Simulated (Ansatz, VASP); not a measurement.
# Cross-check of Mg (Magnesium) between VASP and Ansatz, part 2 of 2

Wanted: the spread between two codes on one cell, functional and k mesh. The cell is taken from a series of runs on this material, whose earlier steps may have relaxed, scaled, displaced or heated it; both programs get it as it stands.

VASP 6.6.1 and Ansatz 0.2.0.

So far: Set-up; Ansatz: zone-centre phonons, PBEsol; VASP: zone-centre phonons, PBEsol.

### 3. VASP: zone-centre phonons, PBEsol (continued)

Level of this step: PBEsol; plane waves and PAW (Mg) (VASP).

Numbers of over 12 decimals in the logs are rounded to 6 here.

OUTCAR, selected parts (step 3):

```text
ion  position               nearest neighbor table
   1  0.333  0.667  0.250-   2 3.18   2 3.18   2 3.18   2 3.18   2 3.18   2 3.18
   2  0.667  0.333  0.750-   1 3.18   1 3.18   1 3.18   1 3.18   1 3.18   1 3.18

  LATTYP: Found a hexagonal cell.
 ALAT       =     3.2227756995
 C/A-ratio  =     1.5981453508

 Subroutine GETGRP returns: Found 24 space group operations
 (whereof 12 operations were pure point group operations)

The static configuration has the point symmetry D_3d.
 The point group associated with its full space group is D_6h.

 Found    135 irreducible k-points:

   k-points           NKPTS =    135   k-points in BZ     NKDIM =    135   number of bands    NBANDS=      8

   dimension x,y,z NGX =    28 NGY =   28 NGZ =   42
   dimension x,y,z NGXF=    56 NGYF=   56 NGZF=   84

   ENCUT  =  600.0 eV  44.10 Ry    6.64 a.u.   6.44  6.44 10.29*2*pi/ulx,y,z

   NELECT =       4.0000    total number of electrons

 k-points in reciprocal lattice and weights: Automatic mesh
   0.00000000  0.00000000  0.00000000       0.001
   0.06666667 -0.00000000  0.00000000       0.003
   0.13333333  0.00000000  0.00000000       0.003
   0.20000000 -0.00000000  0.00000000       0.003
   0.26666667  0.00000000  0.00000000       0.003
   0.33333333 -0.00000000  0.00000000       0.003
   0.40000000 -0.00000000  0.00000000       0.003
   0.46666667 -0.00000000  0.00000000       0.003
   0.06666667  0.06666667  0.00000000       0.003
[...]
0.33333333  0.26666667  0.50000000       0.007
   0.33333333  0.33333333  0.50000000       0.001

 average (electrostatic) potential at core
       1 -38.9927       2 -38.9927

  Total       -0.3114223     -0.3114223     -0.3149757     -0.0000000      0.0000000      0.0000000
  in kB      -10.7701859    -10.7701859    -10.8930741     -0.0000000      0.0000000      0.0000000
  external PRESSURE =     -10.8111487 kB  Pullay stress =       0.0000000 kB

  energy-cutoff  :      600.00
  volume of cell :       46.33
      direct lattice vectors                 reciprocal lattice vectors
     3.222775700  0.000000000  0.000000000     0.310291529  0.179146898  0.000000000
    -1.611387850  2.791005627  0.000000000     0.000000000  0.358293796  0.000000000
     0.000000000  0.000000000  5.150464001     0.000000000  0.000000000  0.194157264

 POSITION                                       TOTAL-FORCE (eV/Angst)
 -----------------------------------------------------------------------------------
     -0.00000      1.86067      1.28762         0.000000      0.000000      0.000000
      1.61139      0.93034      3.86285        -0.000000     -0.000000      0.000000
 -----------------------------------------------------------------------------------
    total drift:                               -0.000000      0.000000     -0.000000

 Eigenvectors and eigenvalues of the dynamical matrix
 ----------------------------------------------------

   1 f  =    7.318067 THz    45.980772 2PiTHz  244.104446 cm-1    30.265080 meV
             X         Y         Z           dx          dy          dz
     -0.000000  1.860670  1.287616    -0.000000   -0.000000   -0.707107
      1.611388  0.930335  3.862848     0.000000   -0.000000    0.707107

   2 f  =    3.802536 THz    23.892040 2PiTHz  126.838959 cm-1    15.726020 meV
             X         Y         Z           dx          dy          dz
     -0.000000  1.860670  1.287616    -0.331497   -0.624588    0.000000
      1.611388  0.930335  3.862848     0.331497    0.624588    0.000000

   3 f  =    3.802536 THz    23.892040 2PiTHz  126.838959 cm-1    15.726020 meV
             X         Y         Z           dx          dy          dz
     -0.000000  1.860670  1.287616    -0.624588    0.331497   -0.000000
      1.611388  0.930335  3.862848     0.624588   -0.331497   -0.000000

   4 f/i=    0.000000 THz     0.000000 2PiTHz    0.000001 cm-1     0.000000 meV
             X         Y         Z           dx          dy          dz
     -0.000000  1.860670  1.287616    -0.684359   -0.174582   -0.034271
      1.611388  0.930335  3.862848    -0.684359   -0.174582   -0.034271

   5 f/i=    0.000000 THz     0.000001 2PiTHz    0.000003 cm-1     0.000000 meV
             X         Y         Z           dx          dy          dz
     -0.000000  1.860670  1.287616     0.159017   -0.539127   -0.429017
      1.611388  0.930335  3.862848     0.159017   -0.539127   -0.429017

   6 f/i=    0.000000 THz     0.000001 2PiTHz    0.000003 cm-1     0.000000 meV
             X         Y         Z           dx          dy          dz
     -0.000000  1.860670  1.287616     0.079793   -0.422923    0.561043
      1.611388  0.930335  3.862848     0.079793   -0.422923    0.561043

 ELASTIC MODULI CONTR FROM IONIC RELAXATION (kBar)
 Direction    XX          YY          ZZ          XY          YZ          ZX
 --------------------------------------------------------------------------------
 XX         -28.4361     28.4361      0.0000     -0.0000      0.0000      0.0000
 YY          28.4361    -28.4361     -0.0000     -0.0000     -0.0000     -0.0000
 ZZ           0.0000     -0.0000     -0.0000     -0.0000      0.0000      0.0000
 XY          -0.0000     -0.0000     -0.0000    -28.4361     -0.0000     -0.0000
 YZ           0.0000     -0.0000      0.0000     -0.0000     -0.0000     -0.0000
 ZX           0.0000     -0.0000      0.0000     -0.0000     -0.0000     -0.0000
 --------------------------------------------------------------------------------
```

### 4. Comparison

Known differences besides the potentials themselves: VASP's run holds the zone centre alone; the data sets hold 20 valence electrons in Ansatz (on its PAW soft_1 files) and 4 in VASP; the cutoff is 420 eV in Ansatz and 600 eV in VASP; Ansatz makes its cores anew for this functional, VASP keeps those of its PBE data sets. Total energies have different zeros and are not compared.

The two programs side by side:

| quantity | Ansatz | VASP | difference |
| --- | --- | --- | --- |
| optical mode 1 to 2 (cm⁻¹) | 126.5 | 126.8 | -0.30 % |
| optical mode 3 (cm⁻¹) | 243.4 | 244.1 | -0.27 % |

Modes are paired by rising frequency, not by their patterns, so a pair may set unlike modes beside each other; they are those without the splitting of longitudinal modes.

### 5. Outcome

```yaml
r_m_s_difference_of_the_optical_zone_centre_modes_each_program_s_sorted_by_frequency_zone_centre_phonons_pbesol: 0.49 cm⁻¹
```

**Reading.** The r.m.s. difference of the optical zone-centre modes, each program's sorted by frequency is 0.49 cm⁻¹ (zone-centre phonons, PBEsol). The data sets hold unlike numbers of valence electrons (20 in Ansatz and 4 in VASP), so part of the differences comes from the potentials. How closely two codes agree says nothing of how well the functional describes the real material.

[Lines on the potential files, build, host, timing and source positions are cut from VASP's logs without a mark.]

[Logs are printed without paths, hosts, clocks, repeated set-up lines and the standing remarks that a program may print on its own settings, such as how far it seeks lower states.]

[Hosts, paths, dates, database ids (printed as entryN), source tags and the programs' standing remarks are cut or masked in the printed files.]
